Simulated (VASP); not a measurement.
Input:

```
CELL_PARAMETERS angstrom
      1.84092    -3.18857     0.00000
      1.84092     3.18857     0.00000
      0.00000     0.00000     5.93487
ATOMIC_POSITIONS crystal
  Sn 0.00000 0.00000 0.00000
  S  0.33333 0.66667 0.24920
  S  0.66667 0.33333 0.75080
```

Computed with PBE GGA with D3 dispersion (zero damping), VASP's PBE PAW potentials (set 64) (plane waves; VASP). Run with 520 eV cut-off, Gaussian smearing of 0.050 eV, potentials Sn_d S.

Unless said otherwise, spin-orbit coupling is left out, though it shifts the bands of the heavy elements here.

### Question
What does the run give for the band gap (along the path) with the smallest direct gap where there is one?

### Answer

```yaml
band gap (along the path): 1.37 eV
smallest direct gap (along the path): 1.80 eV
```

The compound is SnS2 in the 1T layered structure. It was relaxed first.
